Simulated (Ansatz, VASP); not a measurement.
**InP in two plane-wave programs**

Wanted: the spread between two codes on one cell, functional and k mesh. The cell is taken from a series of runs on this material, whose earlier steps may have relaxed, scaled, displaced or heated it; both programs get it as it stands. Other levels of theory on this material are compared in a session of their own.

Main program and level: Ansatz 0.2.0; plane waves, with VASP 6.6.1 beside it; relaxation of cell and atoms at PBEsol.

### 1. Set-up

It takes space group F-43m (No. 216, cubic). The conventional cell has a = 5.869 Å, b = 5.869 Å, c = 5.869 Å, α = 90.00°, β = 90.00°, γ = 90.00°. Nearest to In lie 4 P at 2.54 Å. P has 4 In at 2.54 Å nearest. Farther neighbours are not listed.

### 2. VASP: relaxation of cell and atoms, PBEsol

The relaxed volume is the usual yardstick between codes: in a stiff, nearly cubic crystal its relative difference is about their pressure difference at one cell divided by the bulk modulus.

Lines of VASP's logs that name or quote its potential files are left out, and so is its time.

INCAR

```
SYSTEM = InP
PREC = Accurate
ENCUT = 500
EDIFF = 1E-07
NELM = 120
ISMEAR = 0
SIGMA = 0.02
LREAL = .FALSE.
ALGO = Normal
GGA = PS
NBANDS = 15
LORBIT = 11
LWAVE = .FALSE.
LCHARG = .FALSE.
ISIF = 3
IBRION = 2
NSW = 80
EDIFFG = -0.005
LASPH = .TRUE.
GGA_COMPAT = .FALSE.
NELMIN = 4
EFERMI = MIDGAP
KPAR = 2
```

POSCAR

```
InP
1.0
    0.0000000000      2.9343500000      2.9343500000
    2.9343500000      0.0000000000      2.9343500000
    2.9343500000      2.9343500000      0.0000000000
In P
1 1
Direct
    0.0000000000      0.0000000000      0.0000000000
    0.2500000000      0.2500000000      0.2500000000
```

KPOINTS

```
Automatic mesh
0
Gamma
10 10 10
0 0 0
```

The projector-augmented-wave data sets are In_d and P (PBE family, release 64).

Run with:

```console
> mpirun -np 2 vasp_std
```

Numbers of over 12 decimals in the logs are rounded to 6 here.

What it wrote:

```text
[banner, memory and clock lines left out]
running    2 mpi-ranks, on    1 nodes
 distrk:  each k-point on    1 cores,    2 groups
 distr:  one band on    1 cores,    1 groups

 POSCAR found type information on POSCAR InP
 POSCAR found :  2 types and       2 ions
|                                                                             |
|               ----> ADVICE to this user running VASP <----                  |
|                                                                             |
|     You enforced a specific xc type in the INCAR file but a different       |
|     [... a line on the potential file left out ...]
|     I HOPE YOU KNOW WHAT YOU ARE DOING!                                     |
|                                                                             |

 LDA part: xc-table for (Slater+PW92), standard interpolation
 POSCAR, INCAR and KPOINTS ok, starting setup
 FFT: planning ... GRIDC
 FFT: planning ... GRID_SOFT
 FFT: planning ... GRID
 WAVECAR not read
 entering main loop
       N       E                     dE             d eps       ncg     rms          rms(c)
DAV:   1     0.112008286351E+03    0.11201E+03   -0.82841E+03  1410   0.128E+03
DAV:   2    -0.208204996170E+01   -0.11409E+03   -0.10967E+03  1522   0.307E+02
DAV:   3    -0.935713119954E+01   -0.72751E+01   -0.72410E+01  1886   0.784E+01
DAV:   4    -0.955042655828E+01   -0.19330E+00   -0.19324E+00  1746   0.137E+01
DAV:   5    -0.955979933410E+01   -0.93728E-02   -0.93726E-02  2116   0.256E+00    0.544E+00
DAV:   6    -0.919261562451E+01    0.36718E+00   -0.59639E-01  2238   0.142E+01    0.321E+00
DAV:   7    -0.915879231256E+01    0.33823E-01   -0.14703E-01  2027   0.357E+00    0.111E+00
DAV:   8    -0.915608225224E+01    0.27101E-02   -0.14510E-02  1879   0.150E+00    0.329E-01
DAV:   9    -0.915628556445E+01   -0.20331E-03   -0.13066E-03  1858   0.454E-01    0.157E-01
DAV:  10    -0.915633025896E+01   -0.44695E-04   -0.16370E-04  2282   0.126E-01    0.107E-01
DAV:  11    -0.915635563247E+01   -0.25374E-04   -0.27963E-05  1685   0.559E-02    0.152E-02
DAV:  12    -0.915635569797E+01   -0.65505E-07   -0.73290E-06  1928   0.474E-02    0.126E-02
DAV:  13    -0.915635572765E+01   -0.29671E-07   -0.57038E-07  1683   0.565E-03
   1 F= -.91563557E+01 E0= -.91563557E+01  d E =-.915636E+01
 curvature:   0.00 expect dE= 0.000E+00 dE for cont linesearch  0.000E+00
 trial: gam= 0.00000 g(F)=  0.227E-46 g(S)=  0.724E-03 ort = 0.000E+00 (trialstep = 0.100E+01)
 search vector abs. value=  0.724E-03
 bond charge predicted
       N       E                     dE             d eps       ncg     rms          rms(c)
DAV:   1    -0.916499750965E+01   -0.86418E-02   -0.19899E-01  1767   0.904E+00    0.609E-01
DAV:   2    -0.915779724846E+01    0.72003E-02   -0.13955E-02  1774   0.278E+00    0.214E-01
DAV:   3    -0.915657329391E+01    0.12240E-02   -0.34187E-03  1879   0.127E+00    0.128E-01
DAV:   4    -0.915657252568E+01    0.76822E-06   -0.19707E-04  1515   0.131E-01    0.970E-02
DAV:   5    -0.915654072040E+01    0.31805E-04   -0.18645E-05  1722   0.427E-02    0.411E-02
DAV:   6    -0.915653399450E+01    0.67259E-05   -0.74726E-06  2136   0.314E-02    0.645E-03
DAV:   7    -0.915653460399E+01   -0.60949E-06   -0.99504E-07  1861   0.137E-02    0.131E-03
DAV:   8    -0.915653450068E+01    0.10331E-06   -0.10303E-07   950   0.780E-03    0.334E-04
DAV:   9    -0.915653451459E+01   -0.13909E-07   -0.11815E-08   817   0.115E-03
   2 F= -.91565345E+01 E0= -.91565345E+01  d E =-.178787E-03
 trial-energy change:   -0.000179  1 .order   -0.000179   -0.000724    0.000366
 step:   0.6640(harm=  0.6640)  dis= 0.00000  next Energy=    -9.156596 (dE=-0.240E-03)
 bond charge predicted
       N       E                     dE             d eps       ncg     rms          rms(c)
DAV:   1    -0.915755375934E+01   -0.10193E-02   -0.22270E-02  1781   0.299E+00    0.207E-01
DAV:   2    -0.915673089941E+01    0.82286E-03   -0.15974E-03  1753   0.954E-01    0.715E-02
DAV:   3    -0.915659640206E+01    0.13450E-03   -0.37526E-04  1879   0.422E-01    0.433E-02
DAV:   4    -0.915659722914E+01   -0.82708E-06   -0.21333E-05  1515   0.431E-02    0.325E-02
DAV:   5    -0.915659684198E+01    0.38716E-06   -0.20724E-06  1792   0.142E-02    0.133E-02
DAV:   6    -0.915659780351E+01   -0.96153E-06   -0.76332E-07  2178   0.103E-02    0.235E-03
DAV:   7    -0.915659760414E+01    0.19937E-06   -0.74872E-08   922   0.407E-03    0.434E-04
DAV:   8    -0.915659762950E+01   -0.25365E-07   -0.33710E-08   789   0.385E-03
   3 F= -.91565976E+01 E0= -.91565976E+01  d E =-.241902E-03
 curvature:  -0.33 expect dE=-0.188E-07 dE for cont linesearch -0.188E-07
 trial: gam=-0.00877 g(F)=  0.429E-48 g(S)=  0.567E-07 ort = 0.640E-05 (trialstep = 0.933E+00)
 search vector abs. value=  0.104E-09
 reached required accuracy - stopping structural energy minimisation
```

Parts of OUTCAR (step 2):

```text
ion  position               nearest neighbor table
   1  0.000  0.000  0.000-   2 2.54   2 2.54   2 2.54   2 2.54
   2  0.250  0.250  0.250-   1 2.54   1 2.54   1 2.54   1 2.54

  LATTYP: Found a face centered cubic cell.
 ALAT       =     5.8687000000

 Subroutine GETGRP returns: Found 24 space group operations
 (whereof 24 operations were pure point group operations)

The static configuration has the point symmetry T_d .

 Found     47 irreducible k-points:

   k-points           NKPTS =     47   k-points in BZ     NKDIM =     47   number of bands    NBANDS=     15

   dimension x,y,z NGX =    30 NGY =   30 NGZ =   30
   dimension x,y,z NGXF=    60 NGYF=   60 NGZF=   60

   ENCUT  =  500.0 eV  36.75 Ry    6.06 a.u.   7.57  7.57  7.57*2*pi/ulx,y,z

   NELECT =      18.0000    total number of electrons

 k-points in reciprocal lattice and weights: Automatic mesh
   0.00000000  0.00000000  0.00000000       0.001
   0.10000000  0.00000000  0.00000000       0.008
   0.20000000  0.00000000  0.00000000       0.008
   0.30000000  0.00000000  0.00000000       0.008
   0.40000000  0.00000000  0.00000000       0.008
   0.50000000  0.00000000  0.00000000       0.004
   0.10000000  0.10000000  0.00000000       0.006
   0.20000000  0.10000000  0.00000000       0.024
   0.30000000  0.10000000  0.00000000       0.024
[...]
-0.30000000  0.40000000  0.20000000       0.024
  -0.30000000  0.50000000  0.20000000       0.012

 average (electrostatic) potential at core
       1 -95.5769       2 -82.8421

 E-fermi :   5.2799

 k-point     1 :       0.0000    0.0000    0.0000
  band No.  band energies     occupation
    ...
      5      -8.9845      2.00000
      6      -6.4923      2.00000
      7       4.9957      2.00000
      8       4.9957      2.00000
      9       4.9957      2.00000
     10       5.5641      0.00000
     11       9.0127      0.00000
     12       9.0127      0.00000
     13       9.0127      0.00000
     14      13.3110      0.00000
    ...

 k-point     2 :       0.1000    0.0000    0.0000
  band No.  band energies     occupation
    ...
      5      -8.9845      2.00000
      6      -6.3779      2.00000
      7       3.7994      2.00000
      8       4.8709      2.00000
      9       4.8709      2.00000
     10       6.3872      0.00000
     11       9.0672      0.00000
     12       9.2003      0.00000
     13       9.2003      0.00000
     14      13.8918      0.00000
    ...

 k-point     3 :       0.2000    0.0000    0.0000
  band No.  band energies     occupation
    ...
      5      -8.9835      2.00000
      6      -6.0490      2.00000
      7       2.2695      2.00000
      8       4.5883      2.00000
      9       4.5883      2.00000
     10       6.7164      0.00000
     11       9.5749      0.00000
     12       9.5749      0.00000
     13       9.6736      0.00000
     14      13.4679      0.00000
    ...

  Total        0.0008848      0.0008848      0.0008848     -0.0000000      0.0000000     -0.0000000
  in kB        0.0279206      0.0279206      0.0279206     -0.0000000      0.0000000     -0.0000000
  external PRESSURE =       0.0279206 kB  Pullay stress =       0.0000000 kB

  energy-cutoff  :      500.00
  volume of cell :       50.78
      direct lattice vectors                 reciprocal lattice vectors
     0.000000000  2.939051073  2.939051073    -0.170122937  0.170122937  0.170122937
     2.939051073 -0.000000000  2.939051073     0.170122937 -0.170122937  0.170122937
     2.939051073  2.939051073 -0.000000000     0.170122937  0.170122937 -0.170122937

 POSITION                                       TOTAL-FORCE (eV/Angst)
 -----------------------------------------------------------------------------------
      0.00000      0.00000      0.00000         0.000000      0.000000      0.000000
      1.46953      1.46953      1.46953        -0.000000     -0.000000     -0.000000
 -----------------------------------------------------------------------------------
    total drift:                                0.000000      0.000000      0.000000

  FREE ENERGIE OF THE ION-ELECTRON SYSTEM (eV)
  ---------------------------------------------------
  free  energy   TOTEN  =        -9.1565976295 eV

  energy  without entropy=       -9.1565976295  energy(sigma->0) =       -9.15659763

 reached required accuracy - stopping structural energy minimisation

 total charge
# of ion       s       p       d       tot
------------------------------------------
    1        0.830   0.766   9.899  11.495
    2        1.029   1.473   0.000   2.502
--------------------------------------------------
tot          1.859   2.239   9.899  13.997

[... 3 further parts left out ...]
```

CONTCAR:

```
InP
   1.00000000000000
     0.0000000000000000    2.9390510730014916    2.9390510730014916
     2.9390510730014916   -0.0000000000000000    2.9390510730014916
     2.9390510730014916    2.9390510730014916   -0.0000000000000000
  In              P
     1     1
Direct
     0.0000000000000000    0.0000000000000000    0.0000000000000000
     0.2500000000000000    0.2500000000000000    0.2500000000000000
```

The run keeps the 24 symmetry operations of its start, so it cannot find a distortion of lower symmetry.

### 3. Ansatz: relaxation of cell and atoms, PBEsol

Ansatz runs on its default PAW (the set named soft_2) files.

The same cell, functional, mesh and smearing now go to Ansatz, which takes its cutoff from its data sets.

input.yaml

```yaml
crystal:
  lattice:
    - [0.0, 2.93435, 2.93435]
    - [2.93435, 0.0, 2.93435]
    - [2.93435, 2.93435, 0.0]
  atoms:
    - { symbol: In, position: [0.0, 0.0, 0.0] }
    - { symbol: P, position: [0.25, 0.25, 0.25] }
kpoints:
  mp_grid: { grid: [10, 10, 10] }
hamiltonian:
  xc: pbesol
scf:
  occupations: { method: gaussian, width: 0.02 }
output:
  forces: true
  stress: true
  eigenvalues: true
relax:
  adjacent_minimum: "off"
  f_tol: 0.005
  max_steps: 60
  cell: { stress_tol: 0.03 }
```

Run with:

```console
> ansatz run input.yaml --threads 4 --pin off --max-ram 8192MiB --backend cpu --events-out ev --progress --plain --runs-dir out
```

What it wrote:

```text
Engine: ansatz 0.2.0, x86_64-unknown-linux-gnu
Pseudopotentials: kind: paw
Pseudopotential: In, paw, valence charge 13, recommended cutoff 420 eV (normal), In.paw.azcp
Pseudopotential: P, paw, valence charge 5, recommended cutoff 420 eV (normal), P.paw.azcp
Functional definition: PBEsol
  exchange = pbesol_x
  correlation = pbesol_c
Crystal: 2 atoms, lattice volume = 50.532 Å³
Basis set: ecut = 420 eV, 965 PW (Γ), exchange–correlation on 60×60×60 points (8 copies of the dense FFT grid, shifted against one another)
Bands: 13, of which v1, the nominal top of the filled ones, is band 9 counted from 1 (8 counted from 0)
Symmetry: 24 space group operations
Space group: F-43m (ITA 216), of the structure as read, at distance tolerance 3.7e-5 Å
k-points: 47 of 1000 (time reversal used)
Non-local potential: In, projectors of the file, l = 0: 2, l = 1: 2, l = 2: 2, l = 3: 2
Non-local potential: P, projectors of the file, l = 0: 2, l = 1: 2, l = 2: 2
PAW form: soft (Blöchl's): semilocal exchange-correlation on the pseudo side does not see the compensation charge
PAW frozen core: In, regenerated for the run's functional, and the local potential with it (the file was generated under x = pbe(κ = 0.804, μ = 0.219515), c = pbe(β = 0.066725))
PAW frozen core: P, regenerated for the run's functional, and the local potential with it (the file was generated under x = pbe(κ = 0.804, μ = 0.219515), c = pbe(β = 0.066725))
PAW one-centre angular grid: In, 590 points (default); XC on 64 Gauss nodes
PAW one-centre angular grid: P, 110 points (default); XC on 64 Gauss nodes
Initial density: superposition of atomic densities (neutral atoms: chi_scale 0, normalization atom), corrected by the library's trained network
Initial wavefunctions: pseudopotential atomic-orbital guess
Functional: x = pbesol(κ = 0.804, μ = 0.123457), c = pbesol(β = 0.046)
SCF iter   1: F=—  HF=-6265.876615 eV  |F-HF|=—  |Δ(HF+E_count)|=         —  Δρ=5.43e-3  dr2=2.68e-2  ethr=1.77e-3  ⟨swp⟩=6.7  Hψ=4246  notcnv=0
preconditioner: auto → none  [insulator: Δε(μ)=0.552 eV  Ē_g=14.613 eV  σ=0.020 eV  W_gap=1.00  n_scr=14 (ndim 8)  ℏωp=22.2 eV  f_vac=0.021  D(μ)=0.00/eV (n_scr^D=0)  ε∞_Penn≈3.3]
SCF iter   2: F=—  HF=-6265.867094 eV  |F-HF|=—  |Δ(HF+E_count)|=   9.52e-3  Δρ=1.84e-3  dr2=1.58e-3  ethr=1.49e-4  ⟨swp⟩=3.0  Hψ=1401  notcnv=0
SCF iter   3: F=—  HF=-6265.866696 eV  |F-HF|=—  |Δ(HF+E_count)|=   3.98e-4  Δρ=5.15e-4  dr2=1.59e-4  ethr=8.77e-6  ⟨swp⟩=2.0  Hψ=1223  notcnv=0
SCF iter   4: F=—  HF=-6265.866714 eV  |F-HF|=—  |Δ(HF+E_count)|=   1.81e-5  Δρ=2.49e-4  dr2=3.23e-5  ethr=8.84e-7  ⟨swp⟩=2.0  Hψ=711  notcnv=0
SCF iter   5: F=—  HF=-6265.866725 eV  |F-HF|=—  |Δ(HF+E_count)|=   1.13e-5  Δρ=4.86e-5  dr2=1.72e-6  ethr=1.80e-7  ⟨swp⟩=2.2  Hψ=756  notcnv=0
SCF iter   6: F=-6265.866726 eV  HF=-6265.866726 eV  |F-HF|=5.17e-9  |Δ(HF+E_count)|=   2.82e-7  Δρ=4.58e-6  dr2=9.23e-9  ethr=5.56e-10  ⟨swp⟩=5.2  Hψ=3284  notcnv=0
SCF 1 converged in 6 iterations: F = -6265.866726 eV  dr2 = 9.23e-9
  greatest PAW one-centre occupation: 0.981 electrons in one spin orbital (limit 2), on the In atom at site 0 (counted from 0), in its partial waves of l = 2
relax step   1: F+E_penalty+E_count = -6265.86672573 eV  Δ(F+E_penalty+E_count) = +0.000e0 eV  max|allowed force component| = 2.405e-16 eV/Å  Δτ_max = 0.0000 Å  P = +0.334 GPa  Ω = 50.532 Å³  (6 SCF iters, dr2 threshold 1.00e-7 eV, accepted)
[...]
relax step   2: F+E_penalty+E_count = -6265.86691312 eV  Δ(F+E_penalty+E_count) = -1.874e-4 eV  max|allowed force component| = 1.110e-16 eV/Å  Δτ_max = 0.0000 Å  P = -0.050 GPa  Ω = 50.820 Å³  energy of the carried Pulay correction = -6.643e-5 eV  (4 SCF iters, dr2 threshold 2.00e-7 eV, accepted)
[...]
relax step   3: F+E_penalty+E_count = -6265.86692762 eV  Δ(F+E_penalty+E_count) = -1.449e-5 eV  max|allowed force component| = 8.558e-17 eV/Å  Δτ_max = 0.0000 Å  P = -0.000 GPa  Ω = 50.782 Å³  energy of the carried Pulay correction = -5.779e-5 eV  (3 SCF iters, dr2 threshold 6.19e-9 eV, accepted)
[...]
relax step   4: F+E_penalty+E_count = -6265.86698826 eV  Δ(F+E_penalty+E_count) = -6.064e-5 eV  max|allowed force component| = 1.041e-16 eV/Å  Δτ_max = 0.0000 Å  P = +0.000 GPa  Ω = 50.782 Å³  stress off target by 1.85e-4 GPa  SCF on the basis re-selected at this cell (its energy is not comparable with the rows above)  (5 SCF iters)
basis re-selected at this cell: Δ(F+E_penalty+E_count) = -6.064e-5 eV, ΔP = +0.000 GPa vs the last step (what re-selecting the basis moved, of the pressure what is left beyond the Pulay correction that the steps carried, after the strain that the cell walked since its last selection, with what the two solves' SCF thresholds leave and, on support functions, any second-order correction that the steps lacked; it is no m [...]
SCF converged after 5 iterations
Free energy (F): -6265.866988 eV
Harris-Foulkes:  -6265.866988 eV  (|F-HF|=5.46e-12)
Internal energy: -6265.866988 eV  (E = F + TS)
E sigma→0 (E₀):  -6265.866988 eV
Fermi energy:    7.065250 eV
--- Per-component energies (eV) ---
  E_band       = -55.545801
  E_kinetic    = 313.352090
  E_local      = -1404.381266  (includes V_loc(G=0)·N_el)
  E_nonlocal   = 402.763924
  E_hartree    = 552.280571
  E_xc         = -274.037094
  E_vxc        = -160.068401  (∫ρ·V_xc dr)
  E_paw        = -4639.027224  (= ΣΔE_a)
  E_vpaw       = -311.773412  (= ΣTr[D̂ρ^β])
  E_aug_tail   = 0.000029  (compensation charges beyond the density's cutoff)
  E_ewald      = -1217.100017
  E_core_change = 0.281999  (= ΣΔE_core)
  E_smearing   = -0.000000  (= −TS)
  E_closure    = 0.000000  (closes the sum)
  Σ components = -6265.866988   (vs F -6265.866988, Δ=0.00e0)
--- Forces (eV/Å), atoms counted from 1 ---
  atom   1  In     0.00000000    -0.00000000    -0.00000000
  atom   2  P     -0.00000000     0.00000000     0.00000000
  max |Σ_I F_I| component: 7.86e-17 eV/Å
--- Stress (GPa, compression-positive) ---
        0.000185       0.000000       0.000000
       -0.000000       0.000185       0.000000
        0.000000       0.000000       0.000185
  P = ⅓ Tr σ = 0.0002 GPa (0.002 kbar)
--- Band table (eV; the first three rows and the last of 47) ---
  k-point 0: bands = [... 5 lower, -4.7041, 6.7803, 6.7803, 6.7803, 7.3494, 10.7928, 10.7928, 10.7928]
  k-point 1: bands = [... 5 lower, -4.5898, 5.5850, 6.6557, 6.6557, 8.1724, 10.8478, 10.9799, 10.9799]
  k-point 2: bands = [... 5 lower, -4.2614, 4.0560, 6.3735, 6.3735, 8.5022, 11.3536, 11.3536, 11.4542]
  k-point 46: bands = [... 5 lower, -2.2607, 1.1420, 3.8735, 3.9055, 10.4684, 10.7339, 12.8127, 13.2429]
--- Relaxed structure (3 steps of the walk, 3 accepted, 1 SCFs on fresh bases) ---
  F+E_penalty+E_count = -6265.86698826 eV   max|allowed force component| = 1.041e-16 eV/Å   (the final SCF, on the basis selected at the relaxed cell)
  cell:  # Å, volume = 50.7823 Å³
    - [0, 2.939188, 2.939188]
    - [2.939188, 0, 2.939188]
    - [2.939188, 2.939188, 0]
  atoms:
    - { symbol: In, position: [0, 0, 0] }
    - { symbol: P, position: [0.25, 0.25, 0.25] }
```

Reading the cycles: dr2 is the Hartree energy of the density residual (eV), the measure of convergence; HF is the Harris–Foulkes estimate of the energy, which meets the free energy F at convergence.

### 4. Differences

Known differences besides the potentials themselves: the cutoff is 420 eV in Ansatz and 500 eV in VASP; Ansatz makes its cores anew for this functional, VASP keeps those of its PBE data sets; Ansatz adds a Pulay correction to the stress that steers its cell, VASP none. Total energies have different zeros and are not compared.

Compared:

| quantity | Ansatz | VASP | difference |
| --- | --- | --- | --- |
| volume (Å³) | 50.78 | 50.78 | +0.01 % |
| edge a after relaxation, in the typed setting (Å) | 4.157 | 4.156 | +0.00 % |

### 5. Summary of results

| Item | Value |
| --- | --- |
| difference in volume (relaxation of cell and atoms, PBEsol) | 0.014 % |

What this shows: The difference in volume is 0.014 % (relaxation of cell and atoms, PBEsol), within the 1.2 % picked in this series as the mark of a large difference, as far as the stopping tolerances let one tell. 3 further runs of this series are not shown here. How closely two codes agree says nothing of how well the functional describes the real material.

[Lines on the potential files, build, host, timing and source positions are cut from VASP's logs without a mark.]

[Logs are printed without paths, hosts, clocks, repeated set-up lines and the standing remarks that a program may print on its own settings, such as how far it seeks lower states.]

[Hosts, paths, dates, database ids (printed as entryN), source tags and the programs' standing remarks are cut or masked in the printed files.]
